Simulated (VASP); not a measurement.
LiBiSe2: single point with PBE

Crystal: LiBiSe2.

```
CELL_PARAMETERS angstrom
2.05991 1.18929 6.61340
-2.05991 1.18929 6.61340
0.00000 -2.37858 6.61340
ATOMIC_POSITIONS crystal
Li 0.00000 0.00000 0.00000
Bi 0.50000 0.50000 0.50000
Se 0.25433 0.25433 0.25433
Se 0.74567 0.74567 0.74567
```

The cell was built by a generator and needn't be a form met in nature.

```
Program                : VASP 6.6.1
Task                   : single point
Functional             : PBE
Potentials or basis    : VASP PAW PBE potentials, release 64 (Li_sv, Bi_d, Se)
Cutoff                 : 520 eV
k mesh                 : 4 × 4 × 4
Occupations            : fermi-dirac, width 0.02 eV
Spin                   : non-collinear spin, zero start, spin-orbit coupling
Starting moments       : [[0.0, 0.0, 0.0], [0.0, 0.0, 0.0], [0.0, 0.0, 0.0], [0.0, 0.0, 0.0]] μB
Dipole correction      : no
Further INCAR settings : ALGO = Normal; EDIFF = 1e-06; NBANDS = 44
```

```
Largest force                                         : 0.265 eV/Å
Net moment                                            : 0.00 μB per cell
Valence electrons inside the program's atomic spheres : Li 2.04; Bi 12.63; Se 3.83
```

Forces on the atoms (eV/Å):
```
Li   0.000  0.000  0.000
Bi   0.000  0.000  0.000
Se   0.000  0.000  0.265
Se   0.000  0.000 -0.265
```

Moments on the atoms (μB; x, y, z):
```
Li  0.00 0.00 0.00
Bi  0.00 0.00 0.00
Se  0.00 0.00 0.00
Se  0.00 0.00 0.00
```

Run time: 4.5 min on 1 thread of Intel(R) Xeon(R) Platinum 8488C (Sapphire Rapids) (shared host), peak memory 0.94 GiB.

Caveat: the k mesh is coarse (spacing up to 0.45 Å⁻¹), so the values aren't converged.
